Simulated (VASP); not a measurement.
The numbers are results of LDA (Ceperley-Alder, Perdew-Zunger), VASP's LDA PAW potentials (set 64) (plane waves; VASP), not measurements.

VASP input:

**POSCAR**
```
As
1
    3.3615192505    -1.8579148617    -0.0850669957
    3.3615192505     1.8579148617    -0.0850669957
    2.4124607537     0.0000000000     2.9898038293
As
2
Direct
  0.2340512589   0.2340512589   0.2340512589
  0.7659487411   0.7659487411   0.7659487411
```

**KPOINTS**
```
Automatic mesh
0
Gamma
12 12 12
0 0 0
```

**INCAR**
```
# general
SYSTEM  = As
PREC    = Accurate
ENCUT   = 500   # plane-wave cut-off (eV)
LREAL   = .FALSE.   # projection in real space or not
LASPH   = .TRUE.   # aspherical one-centre terms

# electronic loop
EDIFF   = 1E-6   # SCF stop (eV)
NELM    = 100   # most electronic steps
ALGO    = Normal   # blocked Davidson
LMAXMIX = 4   # l cut-off of mixed one-centre charges

# smearing
ISMEAR  = 1
SIGMA   = 0.1

# ions
IBRION  = 2
NSW     = 40
ISIF    = 3   # ions, shape and volume
EDIFFG  = -0.02   # ionic stop
PSTRESS = 50

# output
LWAVE   = .FALSE.
LCHARG  = .FALSE.
```

POTCAR, in this order: As (LDA.64 set). Program: vasp_std.

Output

**OUTCAR**
```
 ion  position               nearest neighbor table
   1  0.234  0.234  0.234-   2 2.50   2 2.50   2 2.50   2 2.86   2 2.86   2 2.86
   2  0.766  0.766  0.766-   1 2.50   1 2.50   1 2.50   1 2.86   1 2.86   1 2.86
  LATTYP: Found a trigonal (rhomboedric) cell.
 ALAT       =     3.8417308207
 COS(alpha) =     0.5322349513
 Subroutine PRICEL returns:
 Original cell was already a primitive cell.
 Subroutine GETGRP returns: Found 12 space group operations
The static configuration has the point symmetry D_3d.
The dynamic configuration has the point symmetry D_3d.
 Subroutine INISYM returns: Found 12 space group operations
 Subroutine IBZKPT returns following result:
 Found    189 irreducible k-points:

 Following reciprocal coordinates:
            Coordinates               Weight
  0.000000  0.000000  0.000000      1.000000
  0.083333  0.000000 -0.000000      6.000000
  0.166667  0.000000 -0.000000      6.000000
  0.250000  0.000000 -0.000000      6.000000
  0.333333  0.000000 -0.000000      6.000000
  0.416667  0.000000 -0.000000      6.000000
  0.500000  0.000000 -0.000000      3.000000
  0.083333  0.083333 -0.000000      6.000000
...
```

### OSZICAR
```
       N       E                     dE             d eps       ncg     rms          rms(c)
DAV:   1     0.286392949674E+02    0.28639E+02   -0.43614E+03  3410   0.908E+02
DAV:   2    -0.956562618921E+01   -0.38205E+02   -0.37069E+02  5140   0.124E+02
DAV:   3    -0.107827682694E+02   -0.12171E+01   -0.12107E+01  4039   0.263E+01
DAV:   4    -0.107895895160E+02   -0.68212E-02   -0.68158E-02  4425   0.188E+00
DAV:   5    -0.107896034392E+02   -0.13923E-04   -0.13922E-04  3899   0.743E-02    0.393E+00
DAV:   6    -0.107612452020E+02    0.28358E-01   -0.75345E-03  3779   0.587E-01    0.233E+00
DAV:   7    -0.107463380427E+02    0.14907E-01   -0.14939E-02  3742   0.843E-01    0.707E-02
DAV:   8    -0.107463164920E+02    0.21551E-04   -0.22462E-04  3584   0.121E-01    0.168E-02
DAV:   9    -0.107463189121E+02   -0.24201E-05   -0.10912E-05  4459   0.249E-02    0.827E-03
DAV:  10    -0.107463186290E+02    0.28308E-06   -0.12531E-06  1973   0.728E-03
   1 F= -.95570712E+01 E0= -.95571079E+01  d E =-.955707E+01
```

File OUTCAR:
```
------------------------ aborting loop because EDIFF is reached ----------------------------------------
  FORCE on cell =-STRESS in cart. coord.  units (eV):
  Direction    XX          YY          ZZ          XY          YZ          ZX
  --------------------------------------------------------------------------------------
  Total        1.1892865      1.1959211      1.1952890      0.0000000      0.0000000     -0.0020479
  in kB       50.0016425     50.2805841     50.2540069      0.0000000      0.0000000     -0.0860992
  external PRESSURE =       0.1787445 kB  Pullay stress =      50.0000000 kB
  volume of cell :       38.11
      direct lattice vectors                 reciprocal lattice vectors
     3.361519250 -1.857914862 -0.085066996     0.145765818 -0.269118898 -0.117617855
     3.361519250  1.857914862 -0.085066996     0.145765818  0.269118898 -0.117617855
     2.412460754  0.000000000  2.989803829     0.008294765  0.000000000  0.327777092
 POSITION                                       TOTAL-FORCE (eV/Angst)
 -----------------------------------------------------------------------------------
      2.13818      0.00000      0.65995        -0.002693      0.000000     -0.000831
      6.99732      0.00000      2.15972         0.002693      0.000000      0.000831
 -----------------------------------------------------------------------------------
    total drift:                               -0.000000     -0.000000      0.000000
  FREE ENERGIE OF THE ION-ELECTRON SYSTEM (eV)
  ---------------------------------------------------
  free  energy   TOTEN  =       -10.7463186290 eV

  energy  without entropy=      -10.7464289105  energy(sigma->0) =      -10.74635539
  enthalpy is  TOTEN    =        -9.5570711729 eV   P V=        1.1892474561

 reached required accuracy - stopping structural energy minimisation
```
(Selected blocks of OUTCAR.)

The compound is As in the a7 structure. It was relaxed first under an external pressure of 5 GPa.
